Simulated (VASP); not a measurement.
Crystal: MoS2.

```
CELL_PARAMETERS angstrom
3.16100 0.00000 0.00000
-1.58050 2.73751 0.00000
0.00000 0.00000 12.29500
ATOMIC_POSITIONS crystal
Mo 0.33333 0.66667 0.25000
Mo 0.66667 0.33333 0.75000
S 0.66667 0.33333 0.37729
S 0.66667 0.33333 0.12271
S 0.33333 0.66667 0.87729
S 0.33333 0.66667 0.62271
```

The cell was built by a generator and needn't be a form met in nature.

Base run:

```yaml
Program: VASP 6.6.1
Functional: PBE
Potentials_or_basis: VASP PAW PBE potentials, release 64 (Mo_sv, S)
Cutoff: 520 eV
k_mesh: 8 × 8 × 2
Occupations: fermi-dirac, width 0.05 eV
Spin: no spin polarisation
```

Its results: band gap on the k mesh 0.99 eV, indirect (least direct gap 1.96 eV); pressure 2.7 GPa; largest force 0.031 eV/Å.

Problem. After a change of settings the same cell gave: band gap on the k mesh 1.01 eV, indirect (least direct gap 1.94 eV); pressure 8.4 GPa; largest force 0.443 eV/Å. Which change was it?
A. functional from PBE to vdW-DF
B. dispersion from none to D3(BJ)
C. functional from PBE to optB88-vdW
D. functional from PBE to rev-vdW-DF2

Solution. A.

Caveats: this functional lacks dispersion, which binds the layers, so the pressure and a relaxed spacing across them are unreliable (some runs); the PAW data sets were made with another functional, which shifts forces and pressure a little (some runs).

Not every run made on this cell is shown here.
